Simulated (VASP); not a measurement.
## Si: single point with PBE+D3(BJ)

Crystal: Si.

```xyz
2
Lattice="0.0000 2.6470 2.6470 2.6470 0.0000 2.6470 2.6470 2.6470 0.0000" Properties=species:S:1:pos:R:3 pbc="T T T"
Si    3.9704    3.9704    3.9704
Si    2.6470    2.6470    2.6470
```

| Property | Result |
| --- | --- |
| Program | VASP 6.6.1 |
| Task | single point |
| Functional | PBE |
| Dispersion | D3(BJ) |
| Potentials or basis | VASP PAW PBE potentials, release 64 (Si) |
| Cutoff | 520 eV |
| k mesh | 10 × 10 × 10 |
| Occupations | gaussian, width 0.02 eV |
| Spin | no spin polarisation |
| Dipole correction | no |
| Further INCAR settings | ALGO = Normal; EDIFF = 1e-07; NBANDS = 11 |

| Item | Value |
| --- | --- |
| Pressure | 7.6 GPa |
| Band gap on the k mesh | 0.44 eV, indirect (least direct gap 2.59 eV) |
| Dispersion energy per atom | -0.340 eV |

Levels at points of the mesh, in eV from the valence-band top:
```csv
k point,band 1,band 2,band 3,band 4,band 5,band 6,band 7,band 8
"(0.00, 0.00, 0.00)",-12.50,0.00,0.00,0.00,2.59,2.59,2.59,4.28
"(0.50, 0.00, 0.00)",-9.97,-7.35,-1.26,-1.26,1.81,3.29,3.29,7.82
"(0.50, 0.50, 0.00)",-8.07,-8.07,-3.06,-3.06,0.55,0.55,10.79,10.79
```

Wall time 8.3 s on 1 thread of Intel(R) Xeon(R) 6975P-C (Granite Rapids) (shared host), peak memory 0.16 GiB.

A k mesh can miss the band edges. Expect the measured gap to be larger: semilocal functionals such as PBE lack the derivative discontinuity.
